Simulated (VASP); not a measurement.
The system is LuAs.

```
Lu As
1.0
     0.00000    2.83819    2.83819
     2.83819    0.00000    2.83819
     2.83819    2.83819    0.00000
Lu As
1 1
Direct
  0.50000 0.50000 0.50000
  0.00000 0.00000 0.00000
```

The cell is a database's computed one.

- Program: VASP 6.6.1
- Task: relaxation of cell and atoms
- Functional: PBEsol
- Potentials or basis: VASP PAW PBE potentials, release 64 (Lu, As)
- Cutoff: 600 eV
- k mesh: 12 × 12 × 12
- Occupations: methfessel-paxton, width 0.1 eV
- Spin: no spin polarisation

At the start: pressure -2.4 GPa; volume 22.86 Å³/atom.

Q: Where does the relaxation end?

A: Over 7 steps the energy falls by 5.3 meV/atom and the volume is 22.19 Å³/atom (-2.9 %); space group Fm-3m (No. 225, to 0.05 Å).

Step by step:
```csv
step,energy change (eV),largest force (eV/Å),pressure (GPa),volume (Å³)
1,0.0000,0.0000,-2.39,45.73
2,-0.0059,0.0000,1.72,43.50
3,-0.0106,0.0000,0.15,44.36
4,-0.0106,0.0000,-0.12,44.44
5,-0.0106,0.0000,-0.12,44.41
6,-0.0106,0.0000,-0.12,44.40
7,-0.0106,0.0000,-0.07,44.39
```

Final structure:
```cif
data_structure
_symmetry_space_group_name_H-M 'P 1'
_symmetry_Int_Tables_number 1
_cell_length_a 3.9743
_cell_length_b 3.9743
_cell_length_c 3.9743
_cell_angle_alpha 60.000
_cell_angle_beta 60.000
_cell_angle_gamma 60.000
_cell_volume 44.39
loop_
_atom_site_label
_atom_site_type_symbol
_atom_site_fract_x
_atom_site_fract_y
_atom_site_fract_z
_atom_site_occupancy
Lu1 Lu 0.50000 0.50000 0.50000 1
As1 As 0.00000 0.00000 0.00000 1
```

Caveat: the PAW data sets were made with another functional, which shifts forces and pressure a little.
